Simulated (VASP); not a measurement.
An input for Ansatz (written as the equivalent of a VASP run, and not itself run):

Ansatz 0.2 input:
```yaml
crystal:
  lattice:
    - [0.0000000, 2.0376656, 2.0376656]
    - [2.0376656, 0.0000000, 2.0376656]
    - [2.0376656, 2.0376656, 0.0000000]
  atoms:
    - { symbol: V, position: [0.5000000, 0.5000000, 0.5000000] }
    - { symbol: N, position: [0.0000000, 0.0000000, 0.0000000] }
kpoints:
  mp_grid: { grid: [17, 17, 17] }
hamiltonian:
  xc: pbesol
  pseudopotentials: { kind: paw }
scf:
  occupations: { method: tetrahedron }
  max_iter: 100
output: { forces: true, stress: true, eigenvalues: true }
```

Task: Write the VASP files for the same calculation (PBEsol).

Result: This is not unique; one that fits is 
INCAR:
```
! general
SYSTEM   =  VN
PREC     =  Accurate
ENCUT    =  520
LREAL    =  F
LASPH    =  T

! electronic loop
EDIFF    =  1E-7
NELM     =  100
ALGO     =  Normal
LMAXMIX  =  4

! smearing
ISMEAR   =  -5

! functional
GGA      =  PS

! ions
ISIF     =  2

! output
LWAVE    =  F
LCHARG   =  T
LORBIT   =  11
NEDOS    =  601
```

KPOINTS:
```
Automatic
0
gamma
17 17 17
0 0 0
```

### POSCAR
```
VN
1
    0.0000000000     2.0376655762     2.0376655762
    2.0376655762     0.0000000000     2.0376655762
    2.0376655762     2.0376655762     0.0000000000
V N
1 1
Direct
  0.5000000000   0.5000000000   0.5000000000
  0.0000000000   0.0000000000   0.0000000000
```

POTCAR, in this order: V_sv N (PBE.64 set). Program: vasp_std.

Limits of the translation: each code has its own PAW files, so the cut-off isn't converted (ENCUT is set for VASP's; basis.ecutwfc is left out, and Ansatz then takes the one that its files recommend); Ansatz stops its SCF on the density residual and VASP on the energy change (EDIFF).

The structure comes from a measured VN entry (Fm-3m) of the Crystallography Open Database, whose conditions weren't checked. It was relaxed first.
